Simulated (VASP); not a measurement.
# Lu3Si (Pm-3m) in VASP: single point with PBE

Aim: the single point of Lu3Si with PBE.

Program: VASP 6.6.1. These are calculated values, not measurements. Logs are shortened: lines on timing, memory, paths and dates and some standing lists are left out, and cuts for length are marked.

**1. The structure**

It takes space group Pm-3m (No. 221, cubic). The conventional cell has a = 4.541 Å, b = 4.541 Å, c = 4.541 Å, α = 90.00°, β = 90.00°, γ = 90.00°. Around Lu (site symmetry 4/mmm) lie 8 Lu at 3.21 Å and 4 Si at 3.21 Å. Around Si (site symmetry m-3m) lie 12 Lu at 3.21 Å.

The cell comes from a database or a generator and needn't be the stable form of this composition.

**2. Single point, PBE**

Input file INCAR:

```
SYSTEM = Lu3Si
  PREC = Accurate
  ENCUT = 520
  EDIFF = 1E-6
  ISMEAR = -1
  SIGMA = 0.1
  LREAL = .False.
  LASPH = .True.
  NELM = 100
  ALGO = Fast
  ISIF = 2
  LWAVE = .False.
  LCHARG = .True.
  GGA = PE
  LELF = .True.
  LVHAR = .True.
  NBANDS = 48
```

Input file KPOINTS:

```
Automatic mesh
0
Gamma
  5 5 5
  0 0 0
```

Input file POSCAR:

```
Lu3Si
1.0
    4.5414000000      0.0000000000      0.0000000000
    0.0000000000      4.5414000000      0.0000000000
    0.0000000000      0.0000000000      4.5414000000
Lu Si
3 1
Direct
    0.0000000000      0.5000000000      0.5000000000
    0.5000000000      0.0000000000      0.5000000000
    0.5000000000      0.5000000000      0.0000000000
    0.0000000000      0.0000000000      0.0000000000
```

Potentials or basis: VASP PAW PBE potentials, release 64 (Lu, Si).

Command:

```
$ cat potpaw_PBE.64/Lu/POTCAR potpaw_PBE.64/Si/POTCAR > POTCAR
$ mpirun -np 1 vasp_std > vasp.out
```

OUTCAR:

```text
SYSTEM = Lu3Si
   PREC = Accurate
   ENCUT = 520
   EDIFF = 1E-6
   ISMEAR = -1
   LREAL = .False.
   LASPH = .True.
   NELM = 100
   ISIF = 2
   GGA = PE

 ion  position               nearest neighbor table
   1  0.000  0.500  0.500-   2 3.21   3 3.21   4 3.21   3 3.21   4 3.21   2 3.21   4 3.21   4 3.21
                             2 3.21   3 3.21   3 3.21   2 3.21
   2  0.500  0.000  0.500-   1 3.21   3 3.21   4 3.21   3 3.21   4 3.21   1 3.21   3 3.21   3 3.21
                             1 3.21   4 3.21   4 3.21   1 3.21
   3  0.500  0.500  0.000-   1 3.21   2 3.21   4 3.21   1 3.21   2 3.21   2 3.21   4 3.21   2 3.21
                             1 3.21   4 3.21   1 3.21   4 3.21
   4  0.000  0.000  0.000-   1 3.21   2 3.21   3 3.21   1 3.21   2 3.21   1 3.21   3 3.21   1 3.21
                             2 3.21   3 3.21   2 3.21   3 3.21

  LATTYP: Found a simple cubic cell.
 ALAT       =     4.5414000000

  Lattice vectors:

 A1 = (   4.5414000000,   0.0000000000,   0.0000000000)
 A2 = (   0.0000000000,   4.5414000000,   0.0000000000)
 A3 = (   0.0000000000,   0.0000000000,   4.5414000000)

Analysis of symmetry for initial positions (statically):
=====================================================================
 Subroutine PRICEL returns:
 Original cell was already a primitive cell.

 Routine SETGRP: Setting up the symmetry group for a
 simple cubic supercell.

 Subroutine GETGRP returns: Found 48 space group operations
 (whereof 48 operations were pure point group operations)
 out of a pool of 48 trial point group operations.

The static configuration has the point symmetry O_h .

Analysis of symmetry for dynamics (positions and initial velocities):
=====================================================================
 Subroutine PRICEL returns:
 Original cell was already a primitive cell.

 Routine SETGRP: Setting up the symmetry group for a
 simple cubic supercell.

 Subroutine GETGRP returns: Found 48 space group operations
 (whereof 48 operations were pure point group operations)
 out of a pool of 48 trial point group operations.

The dynamic configuration has the point symmetry O_h .

 Subroutine INISYM returns: Found 48 space group operations
 (whereof 48 operations are pure point group operations),
 and found     1 'primitive' translations

----------------------------------------------------------------------------------------

                                     Primitive cell

  volume of cell :      93.6633

  direct lattice vectors                    reciprocal lattice vectors
     4.541400000  0.000000000  0.000000000     0.220196415  0.000000000  0.000000000
     0.000000000  4.541400000  0.000000000     0.000000000  0.220196415  0.000000000
     0.000000000  0.000000000  4.541400000     0.000000000  0.000000000  0.220196415

  length of vectors
     4.541400000  4.541400000  4.541400000     0.220196415  0.220196415  0.220196415

  position of ions in fractional coordinates (direct lattice)
     0.000000000  0.500000000  0.500000000
     0.500000000  0.000000000  0.500000000
     0.500000000  0.500000000  0.000000000
     0.000000000  0.000000000  0.000000000

  ion indices of the primitive-cell ions
   primitive index   ion index
                 1           1
                 2           2
                 3           3
                 4           4

----------------------------------------------------------------------------------------

 KPOINTS: Automatic mesh

Automatic generation of k-mesh.
 Grid dimensions read from file:
 generate k-points for:    5    5    5

 Generating k-lattice:

  Cartesian coordinates                     Fractional coordinates (reciprocal lattice)
     0.044039283  0.000000000  0.000000000     0.200000000  0.000000000  0.000000000
     0.000000000  0.044039283  0.000000000     0.000000000  0.200000000  0.000000000
     0.000000000  0.000000000  0.044039283     0.000000000  0.000000000  0.200000000

  Length of vectors
     0.044039283  0.044039283  0.044039283

  Shift w.r.t. Gamma in fractional coordinates (k-lattice)
     0.000000000  0.000000000  0.000000000

 Subroutine IBZKPT returns following result:
 ===========================================

 Found     10 irreducible k-points:

 Following reciprocal coordinates:
            Coordinates               Weight
  0.000000  0.000000  0.000000      1.000000
  0.200000  0.000000  0.000000      6.000000
  0.400000  0.000000  0.000000      6.000000
  0.200000  0.200000  0.000000     12.000000
  0.400000  0.200000  0.000000     24.000000
  0.400000  0.400000  0.000000     12.000000
  0.200000  0.200000  0.200000      8.000000
  0.400000  0.200000  0.200000     24.000000
  0.400000  0.400000  0.200000     24.000000
  0.400000  0.400000  0.400000      8.000000
   k-points           NKPTS =     10   k-points in BZ     NKDIM =     10   number of bands    NBANDS=     48
   number of dos      NEDOS =    301   number of ions     NIONS =      4
   total plane-waves  NPLWV =  46656
   dimension x,y,z NGX =    36 NGY =   36 NGZ =   36
   dimension x,y,z NGXF=    72 NGYF=   72 NGZF=   72
   ions per type =               3   1
   NGX,Y,Z   is equivalent  to a cutoff of  13.18, 13.18, 13.18 a.u.
   NGXF,Y,Z  is equivalent  to a cutoff of  26.36, 26.36, 26.36 a.u.
 SYSTEM =  Lu3Si
   PREC   = accura    normal or accurate (medium, high low for compatibility)
   ISTART =      0    job   : 0-new  1-cont  2-samecut
   ICHARG =      2    charge: 1-file 2-atom 10-const
   ISPIN  =      1    spin polarized calculation?
   LNONCOLLINEAR =      F non collinear calculations
   LSORBIT =      F    spin-orbit coupling
   LASPH  =      T    aspherical Exc in radial PAW
   ENCUT  =  520.0 eV  38.22 Ry    6.18 a.u.   8.44  8.44  8.44*2*pi/ulx,y,z
   NELM   =    100;   NELMIN=  2; NELMDL= -5     # of ELM steps
   EDIFF  = 0.1E-05   stopping-criterion for ELM
   LREAL  =      F    real-space projection
   EDIFFG = 0.1E-04   stopping-criterion for IOM
   NSW    =      0    number of steps for IOM
   IBRION =     -1    ionic relax: 0-MD 1-quasi-New 2-CG
   NFREE  =      0    steps in history (QN), initial steepest desc. (CG)
   ISIF   =      2    stress and relaxation
   ISYM   =      2    0-nonsym 1-usesym 2-fastsym
   POTIM  = 0.5000    time-step for ionic-motion
   TEBEG  =    0.0;   TEEND  =   0.0 temperature during run
   PSTRESS=    0.0 pullay stress
   NELECT =      79.0000    total number of electrons
   NUPDOWN=      -1.0000    fix difference up-down
   EMIN   =  10.00;   EMAX   =-10.00  energy-range for DOS
   EFERMI =   0.00;   METHOD = LEGACY
   ISMEAR =    -1;   SIGMA  =   0.10  broadening in eV -4-tet -1-fermi 0-gaus
   EFERMI_NEDOS =   21; number of points for ismear=-14 and -15
   IALGO  =     68    algorithm
   IMIX   =      4    mixing-type and parameters
     AMIX     =   0.40;   BMIX     =  1.00
     AMIX_MAG =   1.60;   BMIX_MAG =  1.00
  volume/ion in A,a.u.               =      23.42       158.02
  Fermi-wavevector in a.u.,A,eV,Ry     =   1.546776  2.922983 32.552158  2.392516
  Thomas-Fermi vector in A             =   2.651964
   LORBIT       =      0    0 simple, 1 ext, 2 COOP (PROOUT), +10 PAW based schemes
   GGA     = PE    functional components
   LHFCALC =     F    Hartree Fock is set to
   AEXX    =    0.0000 exact exchange contribution
   IVDW    =     0    specifies the selected vdW correction
   LEPSILON=     F    determine dielectric tensor
   LRPA    =     F    only Hartree local field effects (RPA)
 non-spin polarized calculation
 RMM-DIIS sequential band-by-band and
  energy-cutoff  :      520.00
  volume of cell :       93.66
 maximum number of plane-waves:      2542
 NGX is ok and might be reduce to    36
   NGX = 17   NGY = 17   NGZ = 17

 number of electron      79.0000036 magnetization

 Free energy of the ion-electron system (eV)
  ---------------------------------------------------
  ext. energy  EPLUGINS =         0.00000000
  ---------------------------------------------------
  free energy    TOTEN  =       -19.94748413 eV

  energy without entropy =      -19.80263954  energy(sigma->0) =      -19.87506183

 E-fermi :   3.7859     XC(G=0): -11.1605

 val. band max:        3.7307299908   @ k =   0.4000   0.0000   0.0000
 cond. band min:       3.8706862722   @ k =   0.4000   0.2000   0.2000
 fundamental gap:      0.1399562814
 Fermi energy:         3.7859141827

 k-point     1 :       0.0000    0.0000    0.0000
  band No.  band energies     occupation
      1     -52.3961      2.00000
      2     -52.3180      2.00000
      3     -52.3180      2.00000
      4     -23.3931      2.00000
      5     -23.3931      2.00000
      6     -23.3931      2.00000
[... 40 lines left out ...]
     47       7.3359      0.00000
     48      10.3138      0.00000

 k-point     2 :       0.2000    0.0000    0.0000
  band No.  band energies     occupation
      1     -52.3896      2.00000
      2     -52.3245      2.00000
      3     -52.3180      2.00000
      4     -23.3584      2.00000
      5     -23.3584      2.00000
      6     -23.3397      2.00000
[... 40 lines left out ...]
     47       7.7164      0.00000
     48       8.5916      0.00000

 k-point     3 :       0.4000    0.0000    0.0000
  band No.  band energies     occupation
      1     -52.3743      2.00000
      2     -52.3397      2.00000
      3     -52.3179      2.00000
      4     -23.2857      2.00000
      5     -23.2857      2.00000
      6     -23.1944      2.00000
[... 40 lines left out ...]
     47       7.2836      0.00000
     48       7.2902      0.00000

 k-point     4 :       0.2000    0.2000    0.0000
  band No.  band energies     occupation
      1     -52.3835      2.00000
      2     -52.3270      2.00000
      3     -52.3215      2.00000
      4     -23.3810      2.00000
      5     -23.3224      2.00000
      6     -23.2492      2.00000
[... 244 lines left out ...]
     47       7.5140      0.00000
     48       7.7062      0.00000

 k-point     9 :       0.4000    0.4000    0.2000
  band No.  band energies     occupation
      1     -52.3544      2.00000
      2     -52.3413      2.00000
      3     -52.3358      2.00000
      4     -23.4589      2.00000
      5     -23.3128      2.00000
      6     -23.2141      2.00000
[... 40 lines left out ...]
     47       7.2995      0.00000
     48       7.8520      0.00000

 k-point    10 :       0.4000    0.4000    0.4000
  band No.  band energies     occupation
      1     -52.3487      2.00000
      2     -52.3412      2.00000
      3     -52.3412      2.00000
      4     -23.5675      2.00000
      5     -23.3155      2.00000
      6     -23.3101      2.00000
[... 40 lines left out ...]
     47       7.0890      0.00000
     48       7.6483      0.00000

------------------------ aborting loop because EDIFF is reached ----------------------------------------

  FORCE on cell =-STRESS in cart. coord.  units (eV):
  Direction    XX          YY          ZZ          XY          YZ          ZX
  --------------------------------------------------------------------------------------
  -------------------------------------------------------------------------------------
  Total       -0.6505559     -0.6505559     -0.6505559      0.0000000     -0.0000000      0.0000000
  in kB      -11.1282254    -11.1282254    -11.1282254      0.0000000     -0.0000000      0.0000000
  external PRESSURE =     -11.1282254 kB  Pullay stress =       0.0000000 kB

 VOLUME and BASIS-vectors are now :
 -----------------------------------------------------------------------------
  energy-cutoff  :      520.00
  volume of cell :       93.66
      direct lattice vectors                 reciprocal lattice vectors
     4.541400000  0.000000000  0.000000000     0.220196415  0.000000000  0.000000000
     0.000000000  4.541400000  0.000000000     0.000000000  0.220196415  0.000000000
     0.000000000  0.000000000  4.541400000     0.000000000  0.000000000  0.220196415

 POSITION                                       TOTAL-FORCE (eV/Angst)
 -----------------------------------------------------------------------------------
      0.00000      2.27070      2.27070         0.000000      0.000000      0.000000
      2.27070      0.00000      2.27070         0.000000      0.000000      0.000000
      2.27070      2.27070      0.00000         0.000000      0.000000      0.000000
      0.00000      0.00000      0.00000         0.000000      0.000000      0.000000
 -----------------------------------------------------------------------------------
    total drift:                                0.000000      0.000000      0.000000

  FREE ENERGIE OF THE ION-ELECTRON SYSTEM (eV)
  ---------------------------------------------------
  free  energy   TOTEN  =       -19.9474841262 eV

  energy  without entropy=      -19.8026395418  energy(sigma->0) =      -19.87506183
```

Run time: 88 s. Hardware: 1 thread of Intel Xeon 6975P-C (Granite Rapids), shared host; peak memory 0.23 GiB.

What came out:

| Property | Result |
| --- | --- |
| Free energy | -19.9475 eV |
| Pressure | -1.1 GPa |
| Band gap on the k mesh | none (metal or under the smearing width) |

Spin-orbit coupling is left out, which matters for the levels of Lu.
